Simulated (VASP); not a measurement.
An input for Quantum ESPRESSO's pw.x (written as the equivalent of a VASP run, and not itself run):

```
&CONTROL
  calculation = 'scf'
  pseudo_dir = './pseudo'
  outdir = './out'
  tprnfor = .true.
  tstress = .true.
/
&SYSTEM
  ibrav = 0
  nat = 2
  ntyp = 2
  ecutwfc = 82.3
  occupations = 'tetrahedra'
  input_dft = 'pbe'
  vdw_corr = 'grimme-d3'
  dftd3_version = 3
  dftd3_threebody = .false.
/
&ELECTRONS
  conv_thr = 7.3e-09
  electron_maxstep = 100
/
ATOMIC_SPECIES
  Sn 118.710 Sn.upf
  Te 127.600 Te.upf
CELL_PARAMETERS angstrom
     0.0000000    3.1772889    3.1772889
     3.1772889    0.0000000    3.1772889
     3.1772889    3.1772889   -0.0000000
ATOMIC_POSITIONS crystal
  Sn   0.0000000  0.0000000  0.0000000
  Te   0.5000000  0.5000000  0.5000000
K_POINTS automatic
  8 8 8 0 0 0
```

**Question.** Translate this input to VASP (INCAR, KPOINTS, POSCAR, choice of POTCAR).

**Answer.** One answer among several that fit: 
File KPOINTS:
```
Regular mesh
0
gamma
8 8 8
0 0 0
```

**INCAR**
```
SYSTEM=SnTe
PREC=Accurate; ENCUT=520; LREAL=.FALSE.
LASPH=.TRUE.
EDIFF=1E-7; NELM=100; ALGO=Normal
LMAXMIX=4
ISMEAR=-5
GGA=PE; IVDW=11
ISIF=2
LWAVE=.FALSE.; LCHARG=.TRUE.; LORBIT=11
NEDOS=601
```

**POSCAR**
```
SnTe
1
    0.0000000000     3.1772888909     3.1772888909
    3.1772888909     0.0000000000     3.1772888909
    3.1772888909     3.1772888909    -0.0000000000
Sn Te
1 1
Direct
  0.0000000000   0.0000000000   0.0000000000
  0.5000000000   0.5000000000   0.5000000000
```

POTCAR, in this order: Sn_d Te (PBE.64 set). Program: vasp_std.

The two are equivalent in intent, not identical: the potentials are each code's own (VASP's PAW set, PseudoDojo norm-conserving files in pw.x), so ENCUT and ecutwfc are chosen apart and not converted; conv_thr bounds pw.x's estimated SCF error, while EDIFF bounds the energy change between steps.

The compound is SnTe in the rock salt structure, which distorts at low temperature. It was relaxed first.
